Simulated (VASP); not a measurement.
# 1T-CaI2 monolayer and its bilayer, part 5 of 6

Aim: relax 1T-CaI2 monolayer, place its levels against the vacuum, then find how two sheets stack and bind.

VASP 6.6.1, plane waves and PAW; the level of theory is named at each step.

So far. Step 12 (A rigid stacking): Energy at zero smearing: -7.90229 eV.

**13. Relaxing the bilayer**

Level of this step: optB86b-vdW; plane waves and PAW (Ca_pv, I) (VASP).

The lowest stacking relaxes at the monolayer's lattice.

Contents of INCAR:

```
SYSTEM = CaI2
PREC = Normal
ENCUT = 350
EDIFF = 1E-07
NELM = 120
ISMEAR = 0
SIGMA = 0.03
LREAL = .FALSE.
ALGO = Fast
GGA = MK
AGGAC = 0
LUSE_VDW = .TRUE.
PARAM1 = 0.1234
PARAM2 = 1
LASPH = .TRUE.
NBANDS = 28
LORBIT = 11
LWAVE = .FALSE.
LCHARG = .FALSE.
KPAR = 4
IBRION = 2
NSW = 70
ISIF = 2
EDIFFG = -0.004
POTIM = 0.8
MAXMIX = 40
IDIPOL = 3
LDIPOL = .TRUE.
DIPOL = 0.5 0.5 0.5
```

Contents of POSCAR:

```
CaI2
1.0
    4.4429426768      0.0000000000      0.0000000000
   -2.2214713384      3.8477012256      0.0000000000
    0.0000000000      0.0000000000     27.2451557408
Ca I
2 4
Direct
    0.0000000000      0.0000000000      0.3775456100
    0.0000000000      0.0000000000      0.6224543900
    0.3333333300      0.6666666700      0.3119820700
    0.6666666700      0.3333333300      0.4431091500
    0.3333333300      0.6666666700      0.5568908500
    0.6666666700      0.3333333300      0.6880179300
```

Contents of KPOINTS:

```
Automatic mesh
0
Gamma
9 9 1
0 0 0
```

Potentials, in the order of the species: Ca_pv and I (PBE family, release 64).

Started as:

```bash
mpirun -np 4 vasp_std
```

Output:

```text
[... set-up lines as in an earlier step ...]
 entering main loop
       N       E                     dE             d eps       ncg     rms          rms(c)
[... 5 cycles as in an earlier step ...]
RMM:   6    -0.788154468228E+01    0.81263E-01   -0.24600E-01   817   0.265E+00    0.302E+00
RMM:   7    -0.790861421810E+01   -0.27070E-01   -0.69480E-01   760   0.355E+00    0.575E-01
RMM:   8    -0.791111677038E+01   -0.25026E-02   -0.56825E-02   990   0.170E+00    0.580E-01
RMM:   9    -0.791062806644E+01    0.48870E-03   -0.10139E-02  1039   0.611E-01    0.570E-01
RMM:  10    -0.790924194794E+01    0.13861E-02   -0.24302E-03  1092   0.281E-01    0.355E-01
RMM:  11    -0.791092040269E+01   -0.16785E-02   -0.45848E-02  1049   0.721E-01    0.580E-01
RMM:  12    -0.790844114695E+01    0.24793E-02   -0.47283E-03   830   0.317E-01    0.237E-01
RMM:  13    -0.791014138597E+01   -0.17002E-02   -0.17943E-03  1047   0.251E-01    0.469E-01
RMM:  14    -0.790881823723E+01    0.13231E-02   -0.91418E-04   963   0.140E-01    0.364E-01
RMM:  15    -0.790782754013E+01    0.99070E-03   -0.51637E-03  1026   0.197E-01    0.185E-01
RMM:  16    -0.790787341743E+01   -0.45877E-04   -0.14609E-04  1008   0.650E-02    0.186E-01
RMM:  17    -0.790790189394E+01   -0.28477E-04   -0.30515E-05  1012   0.284E-02    0.198E-01
RMM:  18    -0.790780282228E+01    0.99072E-04   -0.39905E-04  1054   0.767E-02    0.464E-02
RMM:  19    -0.790785786628E+01   -0.55044E-04   -0.15371E-04  1003   0.480E-02    0.253E-02
RMM:  20    -0.790790280417E+01   -0.44938E-04   -0.66849E-05   781   0.289E-02    0.208E-02
RMM:  21    -0.790801508634E+01   -0.11228E-03   -0.32141E-05   910   0.243E-02    0.854E-03
RMM:  22    -0.790802830334E+01   -0.13217E-04   -0.79133E-06   778   0.111E-02    0.843E-03
RMM:  23    -0.790803459797E+01   -0.62946E-05   -0.24973E-06   885   0.965E-03    0.515E-03
RMM:  24    -0.790803475079E+01   -0.15282E-06   -0.13361E-06   776   0.532E-03    0.115E-02
RMM:  25    -0.790802928970E+01    0.54611E-05   -0.44562E-06   922   0.808E-03    0.291E-03
RMM:  26    -0.790802531960E+01    0.39701E-05   -0.24308E-06   855   0.508E-03    0.222E-03
RMM:  27    -0.790802687740E+01   -0.15578E-05   -0.47124E-07   536   0.366E-03    0.234E-03
RMM:  28    -0.790802806023E+01   -0.11828E-05   -0.67060E-07   548   0.338E-03    0.213E-03
 num prob  num prob  num prob RMM:  29    -0.790802875831E+01   -0.69809E-06   -0.20984E-07   516   0.249E-03    0.155E-03
 num prob RMM:  30    -0.790802966966E+01   -0.91134E-06   -0.63886E-07   670   0.373E-03    0.652E-04
RMM:  31    -0.790802964777E+01    0.21886E-07   -0.96374E-08   453   0.195E-03
   1 F= -.79080296E+01 E0= -.79080296E+01  d E =-.790803E+01
 curvature:   0.00 expect dE= 0.000E+00 dE for cont linesearch  0.000E+00
 trial: gam= 0.00000 g(F)=  0.377E-02 g(S)=  0.000E+00 ort = 0.000E+00 (trialstep = 0.100E+01)
 search vector abs. value=  0.377E-02
 bond charge predicted
       N       E                     dE             d eps       ncg     rms          rms(c)
DAV:   1    -0.790996792039E+01   -0.19383E-02   -0.23822E-01   756   0.206E+00    0.177E-01
RMM:   2    -0.791115042517E+01   -0.11825E-02   -0.13551E-02   930   0.699E-01    0.223E-01
RMM:   3    -0.791103418751E+01    0.11624E-03   -0.23604E-03   993   0.300E-01    0.734E-02
RMM:   4    -0.791110749230E+01   -0.73305E-04   -0.58527E-04  1089   0.135E-01    0.726E-02
RMM:   5    -0.791122049684E+01   -0.11300E-03   -0.12794E-04   973   0.645E-02    0.309E-02
RMM:   6    -0.791122020298E+01    0.29386E-06   -0.74335E-05  1064   0.365E-02    0.689E-02
RMM:   7    -0.791121648323E+01    0.37197E-05   -0.49293E-05   937   0.384E-02    0.469E-02
RMM:   8    -0.791119847516E+01    0.18008E-04   -0.14602E-04   848   0.386E-02    0.117E-02
RMM:   9    -0.791120335747E+01   -0.48823E-05   -0.11855E-05   921   0.248E-02    0.106E-02
RMM:  10    -0.791120680959E+01   -0.34521E-05   -0.53958E-06   947   0.109E-02    0.738E-03
RMM:  11    -0.791120724815E+01   -0.43856E-06   -0.10421E-06   807   0.562E-03    0.621E-03
 num prob RMM:  12    -0.791120840203E+01   -0.11539E-05   -0.46994E-07   712   0.412E-03    0.450E-03
RMM:  13    -0.791120986431E+01   -0.14623E-05   -0.34019E-07   589   0.328E-03    0.412E-03
 num prob RMM:  14    -0.791121005244E+01   -0.18813E-06   -0.17702E-07   492   0.270E-03    0.299E-03
 num prob RMM:  15    -0.791121067370E+01   -0.62125E-06   -0.27169E-07   548   0.296E-03    0.817E-04
 num prob RMM:  16    -0.791121111162E+01   -0.43792E-06   -0.14921E-07   482   0.290E-03    0.567E-04
RMM:  17    -0.791121121451E+01   -0.10289E-06   -0.14549E-07   479   0.280E-03    0.236E-04
 num prob RMM:  18    -0.791121133545E+01   -0.12094E-06   -0.11052E-07   501   0.241E-03    0.959E-05
 num prob RMM:  19    -0.791121136453E+01   -0.29077E-07   -0.11877E-07   430   0.210E-03
   2 F= -.79112114E+01 E0= -.79112114E+01  d E =-.318172E-02
[... from here on, the cycles between the ionic steps are left out ...]
   3 F= -.79140642E+01 E0= -.79140642E+01  d E =-.603458E-02
   4 F= -.79157723E+01 E0= -.79157723E+01  d E =-.170808E-02
   5 F= -.79166410E+01 E0= -.79166410E+01  d E =-.257681E-02
   6 F= -.79180098E+01 E0= -.79180098E+01  d E =-.136880E-02
   7 F= -.79216026E+01 E0= -.79216026E+01  d E =-.496153E-02
   8 F= -.79265936E+01 E0= -.79265936E+01  d E =-.995257E-02
[...]
WARNING in EDDRMM: call to ZHEGV failed, returncode =   6  3     14
   9 F= -.79291293E+01 E0= -.79291293E+01  d E =-.124882E-01
  10 F= -.79293174E+01 E0= -.79293174E+01  d E =-.126764E-01
  11 F= -.79292480E+01 E0= -.79292480E+01  d E =0.694667E-04
  12 F= -.79293935E+01 E0= -.79293935E+01  d E =-.760329E-04
 curvature:  -0.81 expect dE=-0.713E-05 dE for cont linesearch -0.211E-09
 trial: gam= 0.09973 g(F)=  0.880E-05 g(S)=  0.000E+00 ort =-0.153E-06 (trialstep = 0.347E+01)
 search vector abs. value=  0.966E-05
 bond charge predicted
       N       E                     dE             d eps       ncg     rms          rms(c)
DAV:   1    -0.792934336834E+01    0.50161E-04   -0.74457E-03   848   0.552E-01    0.366E-02
RMM:   2    -0.792931697080E+01    0.26398E-04   -0.55830E-04   963   0.164E-01    0.251E-02
RMM:   3    -0.792938033569E+01   -0.63365E-04   -0.16580E-04   956   0.761E-02    0.169E-02
RMM:   4    -0.792940010358E+01   -0.19768E-04   -0.29852E-05   918   0.404E-02    0.872E-03
RMM:   5    -0.792940669233E+01   -0.65888E-05   -0.13793E-05  1041   0.192E-02    0.784E-03
RMM:   6    -0.792940456298E+01    0.21294E-05   -0.27417E-06   954   0.126E-02    0.616E-03
RMM:   7    -0.792940545846E+01   -0.89548E-06   -0.98711E-07   839   0.685E-03    0.345E-03
RMM:   8    -0.792940533645E+01    0.12202E-06   -0.35539E-07   631   0.361E-03    0.221E-03
RMM:   9    -0.792940516920E+01    0.16724E-06   -0.23347E-07   476   0.388E-03    0.146E-03
 num prob RMM:  10    -0.792940478392E+01    0.38529E-06   -0.26028E-07   580   0.380E-03    0.228E-03
RMM:  11    -0.792940541141E+01   -0.62749E-06   -0.13895E-07   485   0.316E-03    0.151E-03
 num prob  num prob RMM:  12    -0.792940560660E+01   -0.19519E-06   -0.19543E-07   517   0.361E-03    0.136E-03
RMM:  13    -0.792940605845E+01   -0.45185E-06   -0.16540E-07   527   0.297E-03    0.106E-03
RMM:  14    -0.792940625064E+01   -0.19219E-06   -0.97327E-08   459   0.211E-03    0.911E-04
RMM:  15    -0.792940640228E+01   -0.15164E-06   -0.77226E-08   463   0.212E-03    0.669E-04
RMM:  16    -0.792940639754E+01    0.47421E-08   -0.11753E-07   459   0.230E-03
  13 F= -.79294064E+01 E0= -.79294064E+01  d E =-.129275E-04
 trial-energy change:   -0.000013  1 .order   -0.000011   -0.000030    0.000008
 step:   2.8674(harm=  2.7254)  dis= 0.00121  next Energy=    -7.929407 (dE=-0.136E-04)
 reached required accuracy - stopping structural energy minimisation
```

Elapsed: 14 min, on 4 MPI ranks of Intel Xeon 6975P-C (Granite Rapids), shared host; peak memory 2.2 GiB; 57 min of CPU time.

Parts of OUTCAR (step 13):

```text
   NELECT =      44.0000    total number of electrons

 E-fermi :  -2.3666

 k-point     1 :       0.0000    0.0000    0.0000
  band No.  band energies     occupation
    ...
     18      -2.6440      2.00000
     19      -2.6141      2.00000
     20      -2.6141      2.00000
     21      -2.5424      2.00000
     22      -2.5424      2.00000
     23       1.9322      0.00000
     24       1.9704      0.00000
     25       2.0367      0.00000
     26       2.0367      0.00000
     27       2.0622      0.00000
    ...

Total vdW correction in eV:      9.7109448

  Total        0.0111247      0.0111247     -0.0303102      0.0000000      0.0000000      0.0000000
  in kB        0.0382682      0.0382682     -0.1042650      0.0000000      0.0000000      0.0000000
  external PRESSURE =      -0.0092429 kB  Pullay stress =       0.0000000 kB

 POSITION                                       TOTAL-FORCE (eV/Angst)
 -----------------------------------------------------------------------------------
      4.44294      0.00000     10.13455         0.000000      0.000000      0.000412
      4.44294      0.00000     17.11060         0.000000     -0.000000     -0.000412
     -0.00000      2.56513      8.35287        -0.000000      0.000000     -0.002447
      2.22147      1.28257     11.91778         0.000000      0.000000      0.000209
     -0.00000      2.56513     15.32738        -0.000000      0.000000     -0.000209
      2.22147      1.28257     18.89229         0.000000      0.000000      0.002447
 -----------------------------------------------------------------------------------
    total drift:                               -0.000000     -0.000000      0.000000

  FREE ENERGIE OF THE ION-ELECTRON SYSTEM (eV)
  ---------------------------------------------------
  free  energy   TOTEN  =        -7.9294063975 eV

  energy  without entropy=       -7.9294063975  energy(sigma->0) =       -7.92940640

Total vdW correction in eV:      9.7109461

 vacuum level on the upper side and lower side of the slab         3.708         3.708

[... 10 parts as in an earlier step ...]

[... 9 further parts left out ...]
```

Step by step:

```tsv
step	energy less that of the first step (eV)	largest force (eV/Å)
1	0.0000	0.1543
2	-0.0032	0.1030
3	-0.0060	0.0956
4	-0.0077	0.0542
5	-0.0086	0.1008
6	-0.0100	0.0954
7	-0.0136	0.0797
8	-0.0186	0.0485
9	-0.0211	0.0221
10	-0.0213	0.0191
11	-0.0212	0.0326
12	-0.0214	0.0053
13	-0.0214	0.0024
```

The atoms that moved most (Å):

```tsv
atom	dx	dy	dz	length
I4	0.000	0.000	-0.155	0.155
I5	0.000	0.000	0.155	0.155
Ca1	0.000	0.000	-0.152	0.152
Ca2	0.000	0.000	0.152	0.152
I6	0.000	0.000	0.147	0.147
I3	0.000	0.000	-0.147	0.147
```

The relaxed structure:

```cif
data_structure
_symmetry_space_group_name_H-M 'P 1'
_symmetry_Int_Tables_number 1
_cell_length_a 4.4429
_cell_length_b 4.4429
_cell_length_c 27.2452
_cell_angle_alpha 90.000
_cell_angle_beta 90.000
_cell_angle_gamma 120.000
_cell_volume 465.76
loop_
_atom_site_label
_atom_site_type_symbol
_atom_site_fract_x
_atom_site_fract_y
_atom_site_fract_z
_atom_site_occupancy
Ca1 Ca 0.00000 0.00000 0.37198 1
Ca2 Ca 0.00000 0.00000 0.62802 1
I3 I 0.33333 0.66667 0.30658 1
I4 I 0.66667 0.33333 0.43743 1
I5 I 0.33333 0.66667 0.56257 1
I6 I 0.66667 0.33333 0.69342 1
```

Numbers from this step:

```yaml
electronic_steps: 214
free_energy_toten: -7.929 eV
fermi_energy: -2.367 eV
dipole_moment: 0, 0, 0 e·Å
gap_on_the_k_mesh: 3.732 eV
least_direct_gap_on_the_k_mesh: 4.243 eV
```

The run ended after 13 ionic steps, 0.021 eV below its first step, once the forces on the free atoms met EDIFFG = -0.004.

[end of part 5 of 6]

[Lines on the potential files, build, host, timing and source positions are cut from VASP's logs without a mark.]

[Logs are printed without paths, hosts, clocks, repeated set-up lines and the standing remarks that a program may print on its own settings, such as how far it seeks lower states.]

[Hosts, paths, dates, database ids (printed as entryN), source tags and the programs' standing remarks are cut or masked in the printed files.]

[Runs that stopped without an error message from VASP are left out.]
